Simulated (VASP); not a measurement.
Shape and ions are relaxed at each volume.

Consider the following.

```cif
data_Zn2
_chemical_formula_sum 'Zn2'
_space_group_name_H-M_alt 'P 1'
_space_group_IT_number 1
_cell_length_a 2.65807
_cell_length_b 2.65807
_cell_length_c 5.18068
_cell_angle_alpha 90.000
_cell_angle_beta 90.000
_cell_angle_gamma 120.000
loop_
_space_group_symop_operation_xyz
  'x, y, z'
loop_
_atom_site_label
_atom_site_type_symbol
_atom_site_fract_x
_atom_site_fract_y
_atom_site_fract_z
_atom_site_occupancy
Zn1 Zn 0.33333 0.66667 0.25000 1
Zn2 Zn 0.66667 0.33333 0.75000 1
```

Level of theory: revPBE GGA, VASP's PBE PAW potentials (set 64) (plane waves; VASP). Settings: 520 eV cut-off, 15×15×8 Γ-centred mesh, first-order Methfessel-Paxton smearing of 0.10 eV, potentials Zn.

**Question.** Give the energy at these volumes per atom, relative to the lowest: 14.67, 15.14, 15.60, 16.07, 16.54 Å³.

**Answer.** 18.7, 5.9, 0.2, 0.0, 4.2 meV/atom. A third-order Birch-Murnaghan fit gives B0 = 57.0 GPa and B0′ = 7.0.

Measured: bulk modulus 69.7 GPa at 0 K (computed value off by -18.2 %), as given by Vázquez-Parga, Fernández-Martínez, Viñes, J. Chem. Theory Comput. (2023), doi:10.1021/acs.jctc.3c00612, Supporting … [zero-point energy and finite temperature contributions removed].

The compound is Zn in the hcp structure. It was relaxed first.
